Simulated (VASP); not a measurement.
An input for Quantum ESPRESSO's pw.x (written as the equivalent of a VASP run, and not itself run):

```
&CONTROL
  calculation = 'scf'
  pseudo_dir = './pseudo'
  outdir = './out'
  tprnfor = .true.
  tstress = .true.
/
&SYSTEM
  ibrav = 0
  nat = 4
  ntyp = 2
  ecutwfc = 84
  occupations = 'smearing'
  smearing = 'gaussian'
  degauss = 0.003675
  input_dft = 'pbe'
/
&ELECTRONS
  conv_thr = 7.3e-08
  electron_maxstep = 100
/
ATOMIC_SPECIES
  Sn 118.710 Sn.upf
  O 15.999 O.upf
CELL_PARAMETERS angstrom
     3.8000000    0.0000000    0.0000000
     0.0000000    3.8000000    0.0000000
     0.0000000    0.0000000    4.8400000
ATOMIC_POSITIONS crystal
  Sn   0.5000000  0.0000000  0.7620000
  Sn   0.0000000  0.5000000  0.2380000
  O    0.5000000  0.5000000  0.0000000
  O    0.0000000  0.0000000  0.0000000
K_POINTS automatic
  6 6 5 0 0 0
```

Translate this input to VASP (INCAR, KPOINTS, POSCAR, choice of POTCAR).

This is not unique; one that fits is 
File POSCAR:
```
SnO
1
    3.8000000000     0.0000000000     0.0000000000
    0.0000000000     3.8000000000     0.0000000000
    0.0000000000     0.0000000000     4.8400000000
Sn O
2 2
Direct
  0.5000000000   0.0000000000   0.7620000000
  0.0000000000   0.5000000000   0.2380000000
  0.5000000000   0.5000000000   0.0000000000
  0.0000000000   0.0000000000   0.0000000000
```

File KPOINTS:
```
Automatic mesh
0
Gamma
6 6 5
0 0 0
```

INCAR:
```
ALGO  =  Normal
EDIFF  =  1E-6
ENCUT  =  520
GGA  =  PE
ISIF  =  2
ISMEAR  =  0
LASPH  =  .TRUE.
LCHARG  =  .FALSE.
LMAXMIX  =  4
LREAL  =  .FALSE.
LWAVE  =  .FALSE.
NELM  =  100
PREC  =  Accurate
SIGMA  =  0.05
SYSTEM  =  SnO
```

POTCAR, in this order: Sn_d O (PBE.64 set). Program: vasp_std.

What does not carry over: the potentials are each code's own (VASP's PAW set, PseudoDojo norm-conserving files in pw.x), so ENCUT and ecutwfc are chosen apart and not converted; conv_thr bounds pw.x's estimated SCF error, while EDIFF bounds the energy change between steps.

The compound is SnO in the litharge structure. The cell was not relaxed at this level.
